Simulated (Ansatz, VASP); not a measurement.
# Ni (Nickel) in two plane-wave programs, part 2 of 2

One calculation is typed for both programs; each brings its own data sets and cutoff. How far apart do they land? The cell is taken from a series of VASP runs on this material, whose earlier steps may have relaxed, scaled or displaced it; both programs get it as it stands.

VASP 6.6.1 and Ansatz 0.2.0.

So far: The structure; VASP: relaxation of cell and atoms, LDA.

## Step 3: Ansatz: relaxation of cell and atoms, LDA

Level of this step: Ansatz beside VASP: Kohn-Sham DFT, plane waves, LDA (Ansatz).

Ansatz runs on its default PAW (the set named soft_2) files.

The same cell, functional (in two slightly different forms), mesh and smearing now go to Ansatz, which takes its cutoff from its data sets.

File input.yaml:

```yaml
crystal:
  lattice:
    - [0.0, 1.710620003, 1.710620003]
    - [1.710620003, 0.0, 1.710620003]
    - [1.710620003, 1.710620003, 0.0]
  atoms:
    - { symbol: Ni, position: [0.0, 0.0, 0.0], spin: 1.0 }
hamiltonian:
  xc: lda
  pseudopotentials: { kind: paw }
magnetization:
  spin_polarized: true
kpoints:
  mp_grid: { grid: [14, 14, 14] }
scf:
  occupations: { method: methfessel_paxton, width: 0.1 }
relax:
  f_tol: 0.01
  max_steps: 60
  cell: { stress_tol: 0.05 }
output:
  forces: true
  stress: true
```

On the command line:

```sh
$ ansatz run input.yaml --threads 4 --pin off --max-ram 9216MiB --backend cpu --events-out ev --progress --plain --runs-dir out
```

Numbers of over 12 decimals in the logs are rounded to 6 here.

Log:

```text
Engine: ansatz 0.2.0, aarch64-unknown-linux-gnu
Pseudopotentials: kind: paw
Pseudopotential: Ni, paw, valence charge 18, recommended cutoff 420 eV (normal), Ni.paw.azcp
Functional definition: SPW92
  exchange = slater_x
  correlation = pw_c
Crystal: 1 atoms, lattice volume = 10.011 Å³
Basis set: ecut = 420 eV, 181 PW (Γ)
Bands: 14, of which v1, the nominal top of the filled ones, is band 9 counted from 1 (8 counted from 0)
Symmetry: 48 space group operations
Space group: Fm-3m (ITA 225), of the structure as read, at distance tolerance 2.2e-5 Å
Magnetic group: BNS 225.116 (UNI 1618), of the structure as read, at distance tolerance 2.2e-5 Å
k-points: 104 of 2744
Non-local potential: Ni, projectors of the file, l = 0: 3, l = 1: 2, l = 2: 3, l = 3: 1
PAW form: soft (Blöchl's): semilocal exchange-correlation on the pseudo side does not see the compensation charge
PAW frozen core: Ni, regenerated for the run's functional, and the local potential with it (the file was generated under x = pbe(κ = 0.804, μ = 0.219515), c = pbe(β = 0.066725))
PAW one-centre angular grid: Ni, 590 points (default); XC on 64 Gauss nodes
Initial density: superposition of atomic densities (chi_scale 0.1, normalization cell)
Starting moments: Σ|m| = 1 μB on 1 of 1 site
Initial wavefunctions: pseudopotential atomic-orbital guess
Functional: x = slater, c = lda
SCF iter   1: F=—  HF=-5772.707535 eV  |F-HF|=—  |Δ(HF+E_count)|=         —  Δρ=9.04e-2 (↑6.85e-2 ↓9.04e-2)  dr2=1.42e0  dr2_m=1.62e-2  M=0.875 μB ∫|m|=0.932 μB  β_m=0.30  ethr=3.10e-3  ⟨swp⟩=5.3  Hψ=15520  notcnv=0
Mixer restart at iter 1: flushing history
preconditioner: auto → none  [metal: Δε(μ)=0.010 eV  Ē_g=16.786 eV  σ=0.100 eV  W_gap=0.06  n_scr=0 (ndim 8)  ℏωp=37.1 eV  f_vac=0.000  D(μ)=0.82/eV (n_scr^D=14)]
SCF iter   2: F=—  HF=-5772.325253 eV  |F-HF|=—  |Δ(HF+E_count)|=   3.82e-1  Δρ=4.95e-2 (↑4.76e-2 ↓4.95e-2)  dr2=4.40e-1  dr2_m=6.33e-3  M=0.817 μB ∫|m|=0.873 μB  β_m=0.25  ethr=3.10e-3  ⟨swp⟩=3.1  Hψ=7197  notcnv=0  defer=103
SCF iter   3: F=—  HF=-5772.523999 eV  |F-HF|=—  |Δ(HF+E_count)|=   1.99e-1  Δρ=1.59e-2 (↑1.41e-2 ↓1.59e-2)  dr2=2.63e-2  dr2_m=4.30e-3  M=0.824 μB ∫|m|=0.880 μB  β_m=0.56  ethr=2.44e-3  ⟨swp⟩=2.5  Hψ=5035  notcnv=0  defer=107
SCF iter   4: F=—  HF=-5773.223140 eV  |F-HF|=—  |Δ(HF+E_count)|=         —  Δρ=5.85e-2 (↑2.11e-2 ↓5.85e-2)  dr2=9.44e-2  dr2_m=1.40e-1  M=0.591 μB ∫|m|=0.652 μB  β_m=0.56  ethr=1.46e-4  ⟨swp⟩=2.4  Hψ=5846  notcnv=0  defer=114
Mixer restart at iter 4: flushing history
SCF iter   5: F=—  HF=-5773.375433 eV  |F-HF|=—  |Δ(HF+E_count)|=   1.52e-1  Δρ=3.82e-2 (↑3.82e-2 ↓6.74e-3)  dr2=7.21e-2  dr2_m=3.48e-2  M=0.580 μB ∫|m|=0.644 μB  β_m=0.57  ethr=1.46e-4  ⟨swp⟩=2.3  Hψ=6682  notcnv=0  defer=114
SCF iter   6: F=—  HF=-5773.410775 eV  |F-HF|=—  |Δ(HF+E_count)|=   3.53e-2  Δρ=4.78e-2 (↑1.86e-2 ↓4.78e-2)  dr2=2.33e-1  dr2_m=2.24e-2  M=0.547 μB ∫|m|=0.608 μB  β_m=0.39  ethr=1.46e-4  ⟨swp⟩=2.3  Hψ=6611  notcnv=0  defer=119
SCF iter   7: F=—  HF=-5773.380721 eV  |F-HF|=—  |Δ(HF+E_count)|=   3.01e-2  Δρ=2.95e-3 (↑1.73e-3 ↓2.95e-3)  dr2=2.41e-4  dr2_m=4.62e-4  M=0.547 μB ∫|m|=0.610 μB  β_m=0.69  ethr=1.46e-4  ⟨swp⟩=2.3  Hψ=6448  notcnv=0  defer=110
SCF iter   8: F=—  HF=-5773.381607 eV  |F-HF|=—  |Δ(HF+E_count)|=   8.86e-4  Δρ=1.13e-3 (↑2.05e-4 ↓1.13e-3)  dr2=5.68e-5  dr2_m=3.78e-5  M=0.545 μB ∫|m|=0.607 μB  β_m=0.72  ethr=1.34e-6  ⟨swp⟩=1.9  Hψ=4804  notcnv=0  defer=100
SCF iter   9: F=—  HF=-5773.376993 eV  |F-HF|=—  |Δ(HF+E_count)|=         —  Δρ=3.37e-4 (↑3.37e-4 ↓3.17e-4)  dr2=9.37e-6  dr2_m=4.21e-6  M=0.543 μB ∫|m|=0.606 μB  β_m=0.72  ethr=3.15e-7  ⟨swp⟩=2.2  Hψ=3876  notcnv=0  defer=103
Mixer restart at iter 9: flushing history
iteration 9: the input's own smearing fills from here on; a Gaussian of 0.1 eV has filled iterations ahead of it
SCF iter  10: F=—  HF=-5773.377001 eV  |F-HF|=—  |Δ(HF+E_count)|=   7.82e-6  S|Δr|=    0.00e0  Δρ=5.21e-4 (↑3.14e-4 ↓5.21e-4)  dr2=3.58e-5  dr2_m=1.31e-6  M=0.543 μB ∫|m|=0.606 μB  β_m=0.42  ethr=5.20e-8  ⟨swp⟩=2.0  Hψ=4584  notcnv=0  defer=103  recentre
SCF iter  11: F=—  HF=-5773.376994 eV  |F-HF|=—  |Δ(HF+E_count)|=   7.14e-6  S|Δr|=    0.00e0  Δρ=2.50e-4 (↑2.50e-4 ↓1.84e-4)  dr2=6.42e-6  dr2_m=1.26e-6  M=0.543 μB ∫|m|=0.606 μB  β_m=0.42  ethr=5.20e-8  ⟨swp⟩=2.0  Hψ=4579  notcnv=0  defer=103
SCF iter  12: F=—  HF=-5773.376993 eV  |F-HF|=—  |Δ(HF+E_count)|=   8.29e-7  S|Δr|=    0.00e0  Δρ=3.90e-5 (↑2.58e-5 ↓3.90e-5)  dr2=7.03e-9  dr2_m=9.43e-8  M=0.543 μB ∫|m|=0.606 μB  β_m=0.75  ethr=5.56e-10  ⟨swp⟩=3.6  Hψ=11332  notcnv=0
SCF iter  13: F=-5773.376993 eV  HF=-5773.376993 eV  |F-HF|=3.16e-10  |Δ(HF+E_count)|=   2.37e-8  S|Δr|=    0.00e0  Δρ=4.68e-6 (↑1.59e-6 ↓4.68e-6)  dr2=4.28e-10  dr2_m=8.92e-10  M=0.543 μB ∫|m|=0.606 μB  ethr=3.90e-11  ⟨swp⟩=3.1  Hψ=7467  notcnv=0
SCF 1 converged in 13 iterations: F = -5773.376993 eV  dr2 = 4.28e-10
  greatest PAW one-centre occupation: 1.002 electrons in one spin orbital (limit 2), on the Ni atom at site 0 (counted from 0), in its partial waves of l = 1
relax step   1: F+E_penalty+E_count = -5773.37699304 eV  Δ(F+E_penalty+E_count) = +0.000e0 eV  max|allowed force component| = 0.000e0 eV/Å  Δτ_max = 0.0000 Å  P = +0.099 GPa  Ω = 10.011 Å³  (13 SCF iters, dr2 threshold 1.00e-7 eV, accepted)
[...]
relax step   2: F+E_penalty+E_count = -5773.37699255 eV  Δ(F+E_penalty+E_count) = +4.829e-7 eV  max|allowed force component| = 0.000e0 eV/Å  Δτ_max = 0.0000 Å  P = +0.053 GPa  Ω = 10.013 Å³  energy of the carried Pulay correction = -1.336e-6 eV  (3 SCF iters, dr2 threshold 2.46e-8 eV, accepted)
[...]
relax step   3: F+E_penalty+E_count = -5773.37699136 eV  Δ(F+E_penalty+E_count) = +1.194e-6 eV  max|allowed force component| = 0.000e0 eV/Å  Δτ_max = 0.0000 Å  P = -0.001 GPa  Ω = 10.015 Å³  energy of the carried Pulay correction = -2.863e-6 eV  (4 SCF iters, dr2 threshold 7.00e-9 eV, accepted)
[...]
relax step   4: F+E_penalty+E_count = -5773.37699136 eV  Δ(F+E_penalty+E_count) = -3.183e-10 eV  max|allowed force component| = 0.000e0 eV/Å  Δτ_max = 0.0000 Å  P = +0.000 GPa  Ω = 10.015 Å³  stress off target by 2.16e-4 GPa  SCF on the basis re-selected at this cell (its energy is not comparable with the rows above)  (5 SCF iters)
basis re-selected at this cell: Δ(F+E_penalty+E_count) = -3.183e-10 eV, ΔP = +0.001 GPa vs the last step (what re-selecting the basis moved, of the pressure what is left beyond the Pulay correction that the steps carried, after the strain that the cell walked since its last selection, with what the two solves' SCF thresholds leave and, on support functions, any second-order correction that the steps lacked; it is no  [...]
SCF converged after 5 iterations
Stability not checked: this state was not tested for a lower state beside it, because cold or Methfessel-Paxton smearing, or corrected tetrahedra, fill the levels in a way that the test cannot read (fill_not_monotonic; see scf.lower_state_search)
Magnetization: 0.5430 μB (9.2715 up, 8.7285 down)
Absolute magnetization: 0.6065 μB (∫|ρ↑−ρ↓|, with the PAW one-centre terms)
Spin contamination: 0.0033 ħ² per cell (⟨S²⟩ above its minimum at these occupations)
Per-site moments (μB) at R_I (Å): [(0.570506, 0.998041)]
Free energy (F): -5773.376991 eV
Harris-Foulkes:  -5773.376991 eV  (|F-HF|=9.09e-13)
Internal energy: -5773.376304 eV  (E = F + TS)
E sigma→0 (E₀):  -5773.376820 eV
Entropy (-TS):   -0.000687 eV (-0.687 meV/atom)
Fermi energy:    19.681171 eV
--- Per-component energies (eV) ---
  E_band       = -256.236851
  E_kinetic    = 284.579950
  E_local      = -3301.400217  (includes V_loc(G=0)·N_el)
  E_nonlocal   = 637.796471
  E_hartree    = 1378.587242
  E_xc         = -85.461112
  E_vxc        = -110.648099  (∫ρ·V_xc dr)
  E_paw        = -1562.168254  (= ΣΔE_a)
  E_vpaw       = -523.740102  (= ΣTr[D̂ρ^β])
  E_aug_tail   = 0.000690  (compensation charges beyond the density's cutoff)
  E_ewald      = -3125.745194
  E_core_change = 0.434120  (= ΣΔE_core)
  E_smearing   = -0.000687  (= −TS)
  E_closure    = 0.000000  (closes the sum)
  Σ components = -5773.376991   (vs F -5773.376991, Δ=0.00e0)
--- Forces (eV/Å), atoms counted from 1 ---
  atom   1  Ni    -0.00000000     0.00000000     0.00000000
  max |Σ_I F_I| component: 5.59e-31 eV/Å
--- Stress (GPa, compression-positive) ---
        0.000216      -0.000000      -0.000000
       -0.000000       0.000216      -0.000000
        0.000000       0.000000       0.000216
  P = ⅓ Tr σ = 0.0002 GPa (0.002 kbar)
--- Relaxed structure (3 steps of the walk, 3 accepted, 1 SCFs on fresh bases) ---
  F+E_penalty+E_count = -5773.37699136 eV   max|allowed force component| = 0.000e0 eV/Å   (the final SCF, on the basis selected at the relaxed cell)
  cell:  # Å, volume = 10.0152 Å³
    - [0, 1.710840, 1.710840]
    - [1.710840, 0, 1.710840]
    - [1.710840, 1.710840, 0]
  atoms:
    - { symbol: Ni, position: [0.0, 0.0, 0.0] }
```

Elapsed: 2.8 s, on 4 threads of Arm Neoverse V2, shared host; peak memory 0.29 GiB.

## Step 4: Side by side

Known differences besides the potentials themselves: the two LDA forms differ slightly; both relaxations stop at a tolerance, which leaves soft axes loose, and VASP keeps its plane-wave basis; the data sets hold 18 valence electrons in Ansatz (default PAW (the set named soft_2) files) and 10 in VASP; the cutoff is 420 eV in Ansatz and 450 eV in VASP; VASP's log shows a relativistic correction to its local exchange, Ansatz's none; Ansatz adds a Pulay correction to the stress that steers its cell, VASP none; site moments are counted in spheres of each program's own size. Total energies have different zeros and are not compared.

The two programs side by side:

| quantity | Ansatz | VASP | difference |
| --- | --- | --- | --- |
| volume (Å³) | 10.02 | 10.00 | +0.12 % |
| edge a after relaxation, in the typed setting (Å) | 2.420 | 2.418 | +0.04 % |
| total moment (μB) | 0.54 | 0.53 | +0.01 |
| moment on Ni1 (μB) | 0.57 | 0.54 | +0.04 |

The walks stopped with 0.00 GPa left in Ansatz and 0.04 GPa in VASP; each walk ends within a tolerance, so the volume difference is uncertain by about these residues over the bulk modulus, most in soft cells.

## Step 5: Summary of results

```
difference in volume (relaxation of cell and atoms, LDA) : 0.12 %
```

In words: The difference in volume is 0.12 % (relaxation of cell and atoms, LDA), within the 1.2 % picked in this series as the mark of a large difference, as far as the stopping tolerances let one tell. Such differences can come from data sets, numerical settings and the points named under the comparisons, not from the functional's error against experiment.

[Lines on the potential files, build, host, timing and source positions are cut from VASP's logs without a mark.]

[Logs are printed without paths, hosts, clocks, repeated set-up lines and the standing remarks that a program may print on its own settings, such as how far it seeks lower states.]

[Hosts, paths, dates, database ids (printed as entryN), source tags and the programs' standing remarks are cut or masked in the printed files.]
